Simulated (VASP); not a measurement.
# SiB2 (R3m) in VASP: band structure with PBE

Aim: the band structure of SiB2 with PBE.

All numbers are computed with VASP 6.6.1; they aren't measurements. Logs are shortened: lines on timing, memory, paths and dates and some standing lists are left out, and cuts for length are marked.

### 1 The crystal as given

The structure is trigonal, space group R3m (No. 160). The conventional cell has a = 6.386 Å, b = 6.386 Å, c = 13.615 Å, α = 90.00°, β = 90.00°, γ = 120.00°. Around Si (site symmetry 3m) lie 3 B at 2.07 Å. Si (site symmetry 3m) has 4 B at 1.98 to 2.07 Å as nearest neighbours. Si (site symmetry m) has 4 B at 2.05 to 2.20 Å as nearest neighbours. B (site symmetry m) is surrounded by 4 B at 1.71 to 1.85 Å. Around B (site symmetry m) lie 3 B at 1.76 to 1.85 Å and 1 Si at 1.98 Å. B (site symmetry 3m) has 4 Si at 2.07 to 2.10 Å as nearest neighbours. B (site symmetry m) is surrounded by 5 B at 1.68 to 1.76 Å.

The cell was built by a generator and needn't be a form met in nature.

### 2 Band structure, PBE

File INCAR:

```
  PREC = Accurate
  ENCUT = 520
  EDIFF = 1E-6
  ISMEAR = 0
  SIGMA = 0.1
  LREAL = False
  LASPH = True
  NELM = 80
  ALGO = Fast
  ISIF = 2
  LWAVE = False
  LCHARG = False
  GGA = PE
```

File KPOINTS:

```
Automatic mesh
0
Gamma
  6 6 6
```

File POSCAR:

```
SiB2
1.0
    3.1929500000      1.8434500000      4.5384400000
   -3.1929500000      1.8434500000      4.5384400000
    0.0000000000     -3.6869010000      4.5384400000
Si B
5 10
Direct
    0.7325760000      0.7325760000      0.7325760000
    0.3414220000      0.3414220000      0.3414220000
    0.7237610000      0.1862260000      0.7237610000
    0.7237610000      0.7237610000      0.1862260000
    0.1862260000      0.7237610000      0.7237610000
    0.8758880000      0.3328910000      0.8758880000
    0.3328910000      0.8758880000      0.8758880000
    0.8758880000      0.8758880000      0.3328910000
    0.1366360000      0.6610290000      0.1366360000
    0.1366360000      0.1366360000      0.6610290000
    0.6610290000      0.1366360000      0.1366360000
    0.4935340000      0.4935340000      0.4935340000
    0.1810760000      0.1810760000      0.9186250000
    0.9186250000      0.1810760000      0.1810760000
    0.1810760000      0.9186250000      0.1810760000
```

File KPOINTS_OPT:

```
path GLB1,BZGX,QFP1Z,LP
10
line-mode
reciprocal
 0.0000000000  0.0000000000  0.0000000000  G
 0.5000000000  0.0000000000  0.0000000000  L

 0.5000000000  0.0000000000  0.0000000000  L
 0.5000000000  0.2766579908 -0.2766579908  B1

 0.7233420092  0.5000000000  0.2766579908  B
 0.5000000000  0.5000000000  0.5000000000  Z

 0.5000000000  0.5000000000  0.5000000000  Z
 0.0000000000  0.0000000000  0.0000000000  G

 0.0000000000  0.0000000000  0.0000000000  G
 0.3883289954  0.0000000000 -0.3883289954  X

 0.6116710046  0.3883289954  0.0000000000  Q
 0.5000000000  0.5000000000  0.0000000000  F

 0.5000000000  0.5000000000  0.0000000000  F
 0.6116710046  0.6116710046  0.2766579908  P1

 0.6116710046  0.6116710046  0.2766579908  P1
 0.5000000000  0.5000000000  0.5000000000  Z

 0.5000000000  0.0000000000  0.0000000000  L
 0.7233420092  0.3883289954  0.3883289954  P
```

Potentials or basis: VASP PAW PBE potentials, release 64 (Si, B).

Command:

```
$ cat potpaw_PBE.64/Si/POTCAR potpaw_PBE.64/B/POTCAR > POTCAR
$ mpirun -np 1 vasp_std > vasp.out
```

OUTCAR:

```text
PREC = Accurate
   ENCUT = 520
   EDIFF = 1E-6
   ISMEAR = 0
   LREAL = False
   LASPH = True
   NELM = 80
   ISIF = 2
   GGA = PE

 ion  position               nearest neighbor table
   1  0.733  0.733  0.733-   8 2.07   7 2.07   6 2.07   5 2.61   3 2.61   4 2.61
   2  0.341  0.341  0.341-  10 1.98   9 1.98  11 1.98  12 2.07
   3  0.724  0.186  0.724-   6 2.05  12 2.10  10 2.20  11 2.20   1 2.61   4 2.95   5 2.95
   4  0.724  0.724  0.186-   8 2.05  12 2.10  11 2.20   9 2.20   1 2.61   3 2.95   5 2.95
   5  0.186  0.724  0.724-   7 2.05  12 2.10  10 2.20   9 2.20   1 2.61   4 2.95   3 2.95
   6  0.876  0.333  0.876-  14 1.71  13 1.71  11 1.85  10 1.85   3 2.05   1 2.07
   7  0.333  0.876  0.876-  15 1.71  13 1.71   9 1.85  10 1.85   5 2.05   1 2.07
   8  0.876  0.876  0.333-  14 1.71  15 1.71   9 1.85  11 1.85   4 2.05   1 2.07
   9  0.137  0.661  0.137-  15 1.76   7 1.85   8 1.85   2 1.98   5 2.20   4 2.20
  10  0.137  0.137  0.661-  13 1.76   7 1.85   6 1.85   2 1.98   5 2.20   3 2.20
  11  0.661  0.137  0.137-  14 1.76   6 1.85   8 1.85   2 1.98   3 2.20   4 2.20
  12  0.494  0.494  0.494-   2 2.07   4 2.10   3 2.10   5 2.10
  13  0.181  0.181  0.919-  14 1.68  15 1.68   6 1.71   7 1.71  10 1.76
  14  0.919  0.181  0.181-  13 1.68  15 1.68   8 1.71   6 1.71  11 1.76
  15  0.181  0.919  0.181-  13 1.68  14 1.68   8 1.71   7 1.71   9 1.76

  LATTYP: Found a trigonal (rhomboedric) cell.
 ALAT       =     5.8472793023
 COS(alpha) =     0.4036426814

  Lattice vectors:

 A1 = (   3.1929500000,   1.8434500000,   4.5384400000)
 A2 = (  -3.1929500000,   1.8434500000,   4.5384400000)
 A3 = (   0.0000000000,  -3.6869010000,   4.5384400000)

Analysis of symmetry for initial positions (statically):
=====================================================================
 Subroutine PRICEL returns:
 Original cell was already a primitive cell.

 Routine SETGRP: Setting up the symmetry group for a
 trigonal (rhombohedral) supercell.

 Subroutine GETGRP returns: Found  6 space group operations
 (whereof  6 operations were pure point group operations)
 out of a pool of 12 trial point group operations.

The static configuration has the point symmetry C_3v.

Analysis of symmetry for dynamics (positions and initial velocities):
=====================================================================
 Subroutine PRICEL returns:
 Original cell was already a primitive cell.

 Routine SETGRP: Setting up the symmetry group for a
 trigonal (rhombohedral) supercell.

 Subroutine GETGRP returns: Found  6 space group operations
 (whereof  6 operations were pure point group operations)
[... 149 lines left out ...]
  volume/ion in A,a.u.               =      10.69        72.11
  Fermi-wavevector in a.u.,A,eV,Ry     =   1.110293  2.098150 16.772597  1.232751
  Thomas-Fermi vector in A             =   2.246843
   LORBIT       =      0    0 simple, 1 ext, 2 COOP (PROOUT), +10 PAW based schemes
   GGA     = PE    functional components
   LHFCALC =     F    Hartree Fock is set to
   AEXX    =    0.0000 exact exchange contribution
   IVDW    =     0    specifies the selected vdW correction
   LEPSILON=     F    determine dielectric tensor
   LRPA    =     F    only Hartree local field effects (RPA)
 non-spin polarized calculation
 RMM-DIIS sequential band-by-band and
 Gauss-broadening in eV      SIGMA  =   0.10
  energy-cutoff  :      520.00
  volume of cell :      160.28
 maximum number of plane-waves:      4354
 NGX is ok and might be reduce to    48
   NGX = 21   NGY = 21   NGZ = 21

 number of electron      50.0000000 magnetization

 Free energy of the ion-electron system (eV)
  ---------------------------------------------------
  ext. energy  EPLUGINS =         0.00000000
  ---------------------------------------------------
  free energy    TOTEN  =       -87.97936748 eV

  energy without entropy =      -87.96538913  energy(sigma->0) =      -87.97237831

 E-fermi :   6.7259     XC(G=0): -10.8569

 val. band max:        6.7225646025   @ k =   0.5000   0.5000   0.3333
 cond. band min:       6.7685463571   @ k =  -0.3333   0.3333   0.0000
 fundamental gap:      0.0459817547
 Fermi energy:         6.7259402598

 k-point     1 :       0.0000    0.0000    0.0000
  band No.  band energies     occupation
      1      -8.6171      2.00000
      2      -4.7668      2.00000
      3      -4.6153      2.00000
      4      -4.6153      2.00000
      5      -2.2685      2.00000
      6      -1.8775      2.00000
[... 853 lines left out ...]
     32      10.2931      0.00000
     33      10.6676      0.00000

 [... further k-points ...]

------------------------ aborting loop because EDIFF is reached ----------------------------------------

  FORCE on cell =-STRESS in cart. coord.  units (eV):
  Direction    XX          YY          ZZ          XY          YZ          ZX
  --------------------------------------------------------------------------------------
  -------------------------------------------------------------------------------------
  Total       -0.0067019     -0.0067019      0.0031412      0.0000000     -0.0000000      0.0000000
  in kB       -0.0669927     -0.0669927      0.0313998      0.0000000     -0.0000000      0.0000000
  external PRESSURE =      -0.0341952 kB  Pullay stress =       0.0000000 kB

 VOLUME and BASIS-vectors are now :
 -----------------------------------------------------------------------------
  energy-cutoff  :      520.00
  volume of cell :      160.28
      direct lattice vectors                 reciprocal lattice vectors
     3.192950000  1.843450000  4.538440000     0.156594998  0.090410175  0.073446683
    -3.192950000  1.843450000  4.538440000    -0.156594998  0.090410175  0.073446683
     0.000000000 -3.686901000  4.538440000     0.000000000 -0.180820349  0.073446663

 POSITION                                       TOTAL-FORCE (eV/Angst)
 -----------------------------------------------------------------------------------
      0.00000     -0.00000      9.97426        -0.000000     -0.000000      0.002793
      0.00000     -0.00000      4.64857        -0.000000      0.000000     -0.003528
      1.71632     -0.99092      7.41467        -0.002362      0.001363      0.001894
      0.00000      1.98184      7.41467        -0.000000     -0.002727      0.001894
     -1.71632     -0.99092      7.41467         0.002362      0.001363      0.001894
      1.73376     -1.00099      9.46114        -0.000847      0.000489      0.001270
     -1.73376     -1.00099      9.46114         0.000847      0.000489      0.001270
      0.00000      2.00198      9.46114        -0.000000     -0.000977      0.001270
     -1.67436      0.96669      4.24027         0.000024     -0.000014     -0.001172
      0.00000     -1.93339      4.24027        -0.000000      0.000028     -0.001172
      1.67436      0.96669      4.24027        -0.000024     -0.000014     -0.001172
      0.00000     -0.00000      6.71962        -0.000000      0.000000     -0.004625
      0.00000     -2.71927      5.81273        -0.000000     -0.000144     -0.000205
      2.35496      1.35963      5.81273         0.000125      0.000072     -0.000205
     -2.35496      1.35963      5.81273        -0.000125      0.000072     -0.000205
 -----------------------------------------------------------------------------------
    total drift:                               -0.000000     -0.000008      0.000384

  FREE ENERGIE OF THE ION-ELECTRON SYSTEM (eV)
  ---------------------------------------------------
  free  energy   TOTEN  =       -87.9793674826 eV

  energy  without entropy=      -87.9653891335  energy(sigma->0) =      -87.97237831
```

Run time: 5.5 min. Hardware: 1 thread of Intel Xeon Platinum 8488C (Sapphire Rapids), shared host; peak memory 0.46 GiB.

What came out:

- Free energy: -87.9794 eV
- Pressure: 0.0 GPa
- Largest force: 0.005 eV/Å
- Band gap along the path: none (metal or under the smearing width)

Forces in eV/Å, atoms in the order of the input:
```
Si   0.000  0.000  0.003
Si   0.000  0.000 -0.004
Si  -0.002  0.001  0.002
Si   0.000 -0.003  0.002
Si   0.002  0.001  0.002
B   -0.001  0.000  0.001
B    0.001  0.000  0.001
B    0.000 -0.001  0.001
B    0.000  0.000 -0.001
B    0.000  0.000 -0.001
B    0.000  0.000 -0.001
B    0.000  0.000 -0.005
B    0.000  0.000  0.000
B    0.000  0.000  0.000
B    0.000  0.000  0.000
```

Levels at the corners of the path, in eV from the Fermi level:
```tsv
point	band 23	band 24	band 25	band 26	band 27	band 28
Γ	-0.38	-0.38	1.46	1.46	1.80	1.80
L	-1.45	-1.16	-0.48	-0.05	1.28	2.28
L	-1.45	-1.16	-0.48	-0.05	1.28	2.28
B1	-1.57	-0.97	0.00	0.14	0.61	0.78
B	-1.57	-0.97	0.00	0.14	0.61	0.78
Z	-1.13	-1.13	0.21	0.21	0.31	0.88
Z	-1.13	-1.13	0.21	0.21	0.31	0.88
Γ	-0.38	-0.38	1.46	1.46	1.80	1.80
Γ	-0.38	-0.38	1.46	1.46	1.80	1.80
X	-1.01	-0.77	-0.33	0.00	0.49	1.34
Q	-1.01	-0.77	-0.33	0.00	0.49	1.34
F	-1.20	-0.91	-0.57	0.11	1.20	1.38
F	-1.20	-0.91	-0.57	0.11	1.20	1.38
P1	-1.56	-0.68	-0.44	0.02	0.63	1.07
P1	-1.56	-0.68	-0.44	0.02	0.63	1.07
Z	-1.13	-1.13	0.21	0.21	0.31	0.88
L	-1.45	-1.16	-0.48	-0.05	1.28	2.28
P	-1.56	-0.68	-0.44	0.02	0.63	1.07
```
